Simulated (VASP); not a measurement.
A cell of Fe (bcc) near equilibrium:

```
Fe
1.0
   -1.41553     1.41553     1.41553
    1.41553    -1.41553     1.41553
    1.41553     1.41553    -1.41553
Fe
1
Direct
  0.00000   0.00000   0.00000
```
Starting moments (μB, in the order of the record's atoms Fe): 2.2.

All values below come from PBE GGA, VASP's PBE PAW potentials (set 64) (plane waves; VASP).

```csv
run,ΔE (meV/atom),σxx,σyy,σzz,"largest shear component, with its sign (GPa)",largest force (eV/Å),moment (μB)
as it is,0.0,0.37,0.37,0.37,0.00,0.000,2.21
after one change,1.8,2.90,2.90,2.90,0.00,0.000,2.16
```
Stress is in GPa, positive when the cell is compressed.

Task: Which change was made?
A. biaxial strain of -0.5 % in the xy plane
B. isotropic strain of -0.5 %
C. isotropic strain of +0.5 %
D. uniaxial strain of +0.5 % along x

Result: B, isotropic strain of -0.5 %

The compound is Fe in the bcc structure. The spin order is the one that the start imposed; others were not tried in this run.
